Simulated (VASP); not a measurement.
Input:

```xyz
1
Lattice="0.0000 2.0403 2.0403 2.0403 0.0000 2.0403 2.0403 2.0403 0.0000" Properties=species:S:1:pos:R:3 pbc="T T T"
Ag     0.0000     2.0403     2.0403
```

Computed with SCAN meta-GGA, VASP's PBE PAW potentials (set 64) (plane waves; VASP 6.6.1). Settings: 520 eV cut-off, 17×17×17 Γ-centred mesh, tetrahedra with Blöchl corrections, potentials Ag.

Task: Give the energies of bands 1 to 7 at the high-symmetry points, in eV from the Fermi level.

Result: 
```csv
band,Γ,X,U,L,W
1,-8.08,-6.82,-6.38,-6.76,-6.05
2,-5.14,-6.69,-5.94,-5.17,-5.41
3,-5.14,-3.29,-4.39,-5.17,-5.41
4,-5.14,-3.03,-3.85,-3.25,-4.07
5,-4.08,-3.03,-3.33,-3.25,-3.03
6,-4.08,1.63,4.41,-0.43,6.14
7,16.74,6.95,5.42,3.67,6.14
```

It has no gap at this level: it comes out as a metal or semimetal.

The compound is Ag in the fcc structure. It was relaxed first.
